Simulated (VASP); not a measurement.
Given:

```yaml
crystal:
  lattice:
    - [-3.27483, 3.27483, 1.98183]
    - [3.27483, -3.27483, 1.98183]
    - [3.27483, 3.27483, -1.98183]
  atoms:
    - { symbol: Ti, position: [0.00165, 0.00837, 0.00351] }
    - { symbol: Au, position: [0.77043, 0.58874, 0.38596] }
    - { symbol: Au, position: [0.20975, 0.39311, 0.59471] }
    - { symbol: Au, position: [0.61094, 0.21606, 0.82646] }
    - { symbol: Au, position: [0.40723, 0.79371, 0.18935] }
```

Computed with PBEsol GGA, VASP's PBE PAW potentials (set 64) (plane waves; VASP 6.6.1). Run with 300 eV cut-off, 5×5×4 Γ-centred mesh, Gaussian smearing of 0.27 eV, potentials Ti_sv Au.

At this cut-off the stress carries a Pulay error, which pulls relaxed volumes low. Unless said otherwise, spin-orbit coupling is left out, though it shifts the bands of the heavy elements here.

**Question.** What does the run give for the energy per atom (σ→0), pressure, largest force, band gap (on the k-mesh) with the smallest direct gap where there is one?

**Answer.** 
```
Item                                                        Result
------------------------  ----------------------------------------
band gap (on the k-mesh)  none (metal, semimetal or under 0.01 eV)
energy per atom (σ→0)                               -5.116 eV/atom
pressure                                                 -3.99 GPa
largest force                                           0.902 eV/Å
```

Total energies compare only between runs with the same potentials, cut-off and functional.

The structure comes from a computed database's TiAu4 entry; how it stands against other phases isn't given here. The cell was not relaxed at this level, atoms are displaced from their ideal sites. The k-mesh is coarse (spacing up to 0.37 per Å, 2π included), so the numbers may not be converged in it.
